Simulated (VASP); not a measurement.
Set up this calculation in VASP 6.6.1, as the native input.

| Property | Result |
| --- | --- |
| Task | single point |
| Functional | LDA |
| Potentials or basis | VASP PAW LDA potentials, release 64 (Si, Be) |
| Cutoff | 520 eV |
| k mesh | 6 × 6 × 6 |
| Occupations | gaussian, width 0.05 eV |
| Spin | no spin polarisation |
| Dipole correction | no |
| Further INCAR settings | ALGO = Normal; EDIFF = 1e-07; NBANDS = 11 |

The structure of Be2Si lies in POSCAR:

```
Be2Si
1.0
    0.0000000000      2.6239058221      2.6239058221
    2.6239058221      0.0000000000      2.6239058221
    2.6239058221      2.6239058221      0.0000000000
Si Be
1 2
Direct
    0.0000000000      0.0000000000      0.0000000000
    0.2500000000      0.2500000000      0.2500000000
    0.7500000000      0.7500000000      0.7500000000
```

The cell comes from a database or a generator and needn't be the stable form of this composition.

These files were run (other wordings do the same):

INCAR

```
SYSTEM = Be2Si
PREC = Accurate
ENCUT = 520
EDIFF = 1E-7
ISMEAR = 0
SIGMA = 0.05
LREAL = .False.
LASPH = .True.
NELM = 60
ALGO = Normal
ISIF = 2
LWAVE = .False.
LCHARG = .False.
GGA = CA
NBANDS = 11
```

KPOINTS

```
regular mesh
0
Gamma
  6 6 6
  0 0 0
```

Potentials or basis: VASP PAW LDA potentials, release 64 (Si, Be).

Run with:

```sh
$ cat potpaw_LDA.64/Si/POTCAR potpaw_LDA.64/Be/POTCAR > POTCAR
$ mpirun -np 1 vasp_std > vasp.out
```

It gave:

* Pressure: -1.9 GPa
* Band gap on the k mesh: none (metal or under the smearing width)

It took 4.2 s on 1 thread of Intel(R) Xeon(R) Platinum 8488C (Sapphire Rapids), with other jobs on the host, peak memory 0.13 GiB.
